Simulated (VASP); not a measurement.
Computed with PBE GGA, VASP's PBE PAW potentials (set 64) (plane waves; VASP).

VASP ran on this input.

POSCAR:
```
MgO
1
    0.0000000000     2.1050000000     2.1050000000
    2.1050000000     0.0000000000     2.1050000000
    2.1050000000     2.1050000000     0.0000000000
Mg O
1 1
Direct
  0.0000000000   0.0000000000   0.0000000000
  0.5000000000   0.5000000000   0.5000000000
```

**KPOINTS**
```
Regular mesh
0
gamma
  10 10 10
```

### INCAR
```
SYSTEM = MgO
PREC = Accurate
ENCUT = 530
EDIFF = 1E-6
NELM = 100
ALGO = Normal
LREAL = .FALSE.
LASPH = .TRUE.
ISMEAR = 0
SIGMA = 0.05
GGA = PE
LWAVE = .FALSE.
LCHARG = .FALSE.
IBRION = 2
ISIF = 3
NSW = 60
EDIFFG = -0.01
```

POTCAR, in this order: Mg O (PBE.64 set). Program: vasp_std.

Output of the run:

OSZICAR:
```
       N       E                     dE             d eps       ncg     rms          rms(c)
DAV:   1     0.142138705948E+02    0.14214E+02   -0.48907E+03   888   0.894E+02
DAV:   2    -0.131482318702E+02   -0.27362E+02   -0.25669E+02   960   0.139E+02
DAV:   3    -0.134649582093E+02   -0.31673E+00   -0.31673E+00   920   0.175E+01
DAV:   4    -0.134654994730E+02   -0.54126E-03   -0.54126E-03  1024   0.662E-01
DAV:   5    -0.134654997177E+02   -0.24467E-06   -0.24467E-06   936   0.109E-02    0.722E+00
DAV:   6    -0.119244363481E+02    0.15411E+01   -0.10051E+01   752   0.224E+01    0.227E+00
DAV:   7    -0.119102645780E+02    0.14172E-01   -0.43447E-02   792   0.257E+00    0.132E+00
DAV:   8    -0.119049626157E+02    0.53020E-02   -0.24231E-02   760   0.237E+00    0.155E-01
DAV:   9    -0.119048747577E+02    0.87858E-04   -0.40008E-04  1040   0.178E-01    0.731E-02
DAV:  10    -0.119049812117E+02   -0.10645E-03   -0.13152E-04   784   0.123E-01    0.539E-03
DAV:  11    -0.119049813774E+02   -0.16572E-06   -0.67078E-07   960   0.818E-03
   1 F= -.11904981E+02 E0= -.11904981E+02  d E =-.119050E+02
       N       E                     dE             d eps       ncg     rms          rms(c)
DAV:   1    -0.119769766275E+02   -0.71995E-01   -0.14275E+00   752   0.121E+01    0.194E+00
DAV:   2    -0.119116150155E+02    0.65362E-01   -0.48027E-01   752   0.508E+00    0.180E-01
DAV:   3    -0.119109432232E+02    0.67179E-03   -0.39656E-03   848   0.746E-01    0.113E-01
DAV:   4    -0.119106330089E+02    0.31021E-03   -0.33521E-04   776   0.203E-01    0.249E-02
DAV:   5    -0.119106271830E+02    0.58260E-05   -0.37415E-05   832   0.469E-02    0.599E-03
DAV:   6    -0.119106267821E+02    0.40091E-06   -0.53493E-07   424   0.672E-03
   2 F= -.11910627E+02 E0= -.11910627E+02  d E =-.564540E-02
       N       E                     dE             d eps       ncg     rms          rms(c)
DAV:   1    -0.119154210705E+02   -0.47939E-02   -0.88836E-02   752   0.304E+00    0.484E-01
DAV:   2    -0.119113747477E+02    0.40463E-02   -0.29822E-02   752   0.126E+00    0.470E-02
DAV:   3    -0.119113292453E+02    0.45502E-04   -0.25766E-04   848   0.192E-01    0.294E-02
DAV:   4    -0.119113112419E+02    0.18003E-04   -0.22193E-05   776   0.513E-02    0.643E-03
DAV:   5    -0.119113114747E+02   -0.23282E-06   -0.25940E-06   472   0.126E-02
   3 F= -.11911311E+02 E0= -.11911311E+02  d E =-.633010E-02
```

File OUTCAR:
```
------------------------ aborting loop because EDIFF is reached ----------------------------------------
  FORCE on cell =-STRESS in cart. coord.  units (eV):
  Direction    XX          YY          ZZ          XY          YZ          ZX
  --------------------------------------------------------------------------------------
  Total       -0.0005872     -0.0005872     -0.0005872      0.0000000     -0.0000000      0.0000000
  in kB       -0.0491249     -0.0491249     -0.0491249      0.0000000     -0.0000000      0.0000000
  external PRESSURE =      -0.0491249 kB  Pullay stress =       0.0000000 kB
  volume of cell :       19.15
      direct lattice vectors                 reciprocal lattice vectors
     0.000000000  2.123474012  2.123474012    -0.235463207  0.235463207  0.235463207
     2.123474012  0.000000000  2.123474012     0.235463207 -0.235463207  0.235463207
     2.123474012  2.123474012 -0.000000000     0.235463207  0.235463207 -0.235463207
  FREE ENERGIE OF THE ION-ELECTRON SYSTEM (eV)
  ---------------------------------------------------
  free  energy   TOTEN  =       -11.9113114747 eV

  energy  without entropy=      -11.9113114747  energy(sigma->0) =      -11.91131147

 reached required accuracy - stopping structural energy minimisation
```
(Selected blocks of OUTCAR.)

File CONTCAR:
```
MgO
   1.00000000000000
     0.0000000000000000    2.1234740118141215    2.1234740118141215
     2.1234740118141215    0.0000000000000000    2.1234740118141215
     2.1234740118141215    2.1234740118141215   -0.0000000000000000
  Mg              O
     1     1
Direct
     0.0000000000000000    0.0000000000000000    0.0000000000000000
     0.5000000000000000    0.5000000000000000    0.5000000000000000
```

File OUTCAR:
```
 val. band max:        3.0035041986   @ k =   0.0000   0.0000   0.0000

 cond. band min:       7.4929901638   @ k =   0.0000   0.0000   0.0000


 Fermi energy:         3.2254496224

 k-point     1 :       0.0000    0.0000    0.0000
  band No.  band energies     occupation
      1     -14.1349      2.00000
      2       3.0035      2.00000
      3       3.0035      2.00000
      4       3.0035      2.00000
      5       7.4930      0.00000
      6      18.6630      0.00000
      7      18.6630      0.00000
      8      18.6630      0.00000

 k-point     2 :       0.1000    0.0000    0.0000
  band No.  band energies     occupation
      1     -14.0338      2.00000
      2       2.3562      2.00000
      3       2.9389      2.00000
      4       2.9389      2.00000
      5       8.1245      0.00000
      6      17.4203      0.00000
      7      18.8935      0.00000
      8      18.8935      0.00000

 k-point     3 :       0.2000    0.0000    0.0000
  band No.  band energies     occupation
      1     -13.7558      2.00000
      2       1.0599      2.00000
      3       2.7750      2.00000
      4       2.7750      2.00000
      5       9.3233      0.00000
      6      15.9009      0.00000
      7      19.3455      0.00000
      8      19.3455      0.00000

 k-point     4 :       0.3000    0.0000    0.0000
  band No.  band energies     occupation
      1     -13.3821      2.00000
      2      -0.2261      2.00000
      3       2.5821      2.00000
      4       2.5821      2.00000
      5      10.2830      0.00000
      6      15.1675      0.00000
      7      19.4159      0.00000
      8      19.4159      0.00000

 k-point     5 :       0.4000    0.0000    0.0000
  band No.  band energies     occupation
      1     -13.0485      2.00000
      2      -1.1607      2.00000
      3       2.4330      2.00000
      4       2.4330      2.00000
      5      10.6788      0.00000
      6      15.1907      0.00000
      7      19.1783      0.00000
...
```

Energy and stress use the plane-wave basis of the starting cell.

The compound is MgO in the rock salt structure. This run relaxes it. Symmetry was kept, so distortions that lower it aren't found.
